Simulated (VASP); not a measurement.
A run of VASP 6.6.1:

POSCAR

```
MnZn3
1.0
   -3.8600000000      0.0000000000     -3.8600000000
    0.0000000000     -3.8600000000      0.0000000000
   -3.8600000000      0.0000000000      3.8600000000
Mn Zn
2 6
Direct
    0.0000000000      0.0000000000      0.0000000000
    0.5000000000      0.0000000000      0.5000000000
    0.7500000000      0.5000000000      0.2500000000
    0.2500000000      0.5000000000      0.7500000000
    0.0000000000      0.0000000000      0.5000000000
    0.5000000000      0.0000000000      0.0000000000
    0.7500000000      0.5000000000      0.7500000000
    0.2500000000      0.5000000000      0.2500000000
```

File INCAR.step1:

```
PREC = Accurate ; ENCUT = 520
ISMEAR = -1 ; SIGMA = 0.1
LREAL = False ; LASPH = True
NELM = 100 ; NBANDS = 59
GGA = PE ; ALGO = Normal
EDIFF = 1E-4 ; LWAVE = True
LCHARG = False
```

INCAR.step2

```
PREC = Accurate ; ENCUT = 520
EDIFF = 1E-6 ; ISMEAR = -1
SIGMA = 0.1 ; LREAL = False
LASPH = True ; NELM = 100
ALGO = Normal ; ISIF = 2
LWAVE = False ; LCHARG = True
METAGGA = R2SCAN ; LMIXTAU = True
LELF = True ; LVHAR = True
NBANDS = 59 ; ISTART = 1
```

The input KPOINTS:

```
regular mesh
0
Gamma
  4 5 4
```

Potentials or basis: VASP PAW PBE potentials, release 64 (Mn_pv, Zn).

Run with:

```bash
$ cat potpaw_PBE.64/Mn_pv/POTCAR potpaw_PBE.64/Zn/POTCAR > POTCAR
$ cp INCAR.step1 INCAR
$ mpirun -np 1 vasp_std > vasp.out
$ cp INCAR.step2 INCAR
$ mpirun -np 1 vasp_std > vasp.out
```

Hardware: 1 thread of Intel(R) Xeon(R) Platinum 8488C (Sapphire Rapids), on a shared host.

Question: How long does it take, and how much memory?

Answer: It took 5.1 min on 1 thread of Intel(R) Xeon(R) Platinum 8488C (Sapphire Rapids) (shared host), peak memory 0.28 GiB. Counts: scf iterations 11, k points 18.
